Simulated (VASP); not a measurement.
A run of VASP 6.6.1:

Contents of INCAR:

```
SYSTEM = Pt
  PREC = Accurate
  ENCUT = 350
  EDIFF = 1E-8
  ISMEAR = 0
  SIGMA = 0.1
  LREAL = .False.
  LASPH = .True.
  NELM = 80
  ALGO = Normal
  ISIF = 3
  LWAVE = .False.
  LCHARG = .False.
  GGA = PE
  IBRION = 6
  NFREE = 2
  POTIM = 0.015
  NSW = 1
```

Contents of KPOINTS:

```
regular mesh
0
Gamma
  18 18 18
  0 0 0
```

Contents of POSCAR:

```
Pt                                      
1.0
    0.0000000000      1.9820238403      1.9820238403
    1.9820238403      0.0000000000      1.9820238403
    1.9820238403      1.9820238403     -0.0000000000
  Pt            
     1
Direct
     0.0000000000000000    0.0000000000000000    0.0000000000000000
```

Potentials or basis: VASP PAW PBE potentials, release 64 (Pt).

Launch:

```sh
$ cat potpaw_PBE.64/Pt/POTCAR > POTCAR
$ mpirun -np 1 vasp_std > vasp.out
```

Hardware: 1 thread of Intel(R) Xeon(R) 6975P-C (Granite Rapids), on a shared host.

Task: Estimate the wall time of this run.

Result: It took 4.8 min on 1 thread of Intel(R) Xeon(R) 6975P-C (Granite Rapids) (shared host), peak memory 0.39 GiB. Counts: scf iterations 137, k points 195.
